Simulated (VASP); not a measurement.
An input for Ansatz (written as the equivalent of a VASP run, and not itself run):

Ansatz 0.2 input:
```yaml
crystal:
  lattice:
    - [1.3022703, -2.2555987, 0.0000000]
    - [1.3022703, 2.2555987, 0.0000000]
    - [0.0000000, 0.0000000, 4.5839304]
  atoms:
    - { symbol: Zn, position: [0.3333330, 0.6666670, 0.2500000] }
    - { symbol: Zn, position: [0.6666670, 0.3333330, 0.7500000] }
kpoints:
  mp_grid: { grid: [14, 14, 7] }
hamiltonian:
  xc: lda
  pseudopotentials: { kind: paw }
scf:
  occupations: { method: methfessel_paxton, width: 0.1 }
  max_iter: 100
relax:
  max_steps: 60
  f_tol: 0.01
  cell: {}
output: { forces: true, stress: true, eigenvalues: true }
```

Write the VASP files for the same calculation (LDA).

This is not unique; one that fits is 
### POSCAR
```
Zn
1
    1.3022702860    -2.2555986983    -0.0000000000
    1.3022702860     2.2555986983    -0.0000000000
   -0.0000000000    -0.0000000000     4.5839303646
Zn
2
Direct
  0.3333330000   0.6666670000   0.2500000000
  0.6666670000   0.3333330000   0.7500000000
```

**KPOINTS**
```
Automatic mesh
0
Gamma
14 14 7
0 0 0
```

### INCAR
```
SYSTEM = Zn
PREC = Accurate; ENCUT = 400; LREAL = F
LASPH = T
EDIFF = 1E-6; NELM = 100; ALGO = Normal
LMAXMIX = 4
ISMEAR = 1; SIGMA = 0.1
IBRION = 2; NSW = 60; ISIF = 3
EDIFFG = -0.01
LWAVE = F; LCHARG = F
```

POTCAR, in this order: Zn (LDA.64 set). Program: vasp_std.

What does not carry over: each code has its own PAW files, so the cut-off isn't converted (ENCUT is set for VASP's; basis.ecutwfc is left out, and Ansatz then takes the one that its files recommend); Ansatz stops its SCF on the density residual and VASP on the energy change (EDIFF); Ansatz's lda is the Perdew-Wang form, while the LDA potentials of VASP carry Perdew-Zunger's.

The compound is Zn in the hcp structure. This run relaxes it. Symmetry was kept, so distortions that lower it aren't found. The start is the result of an earlier pass.
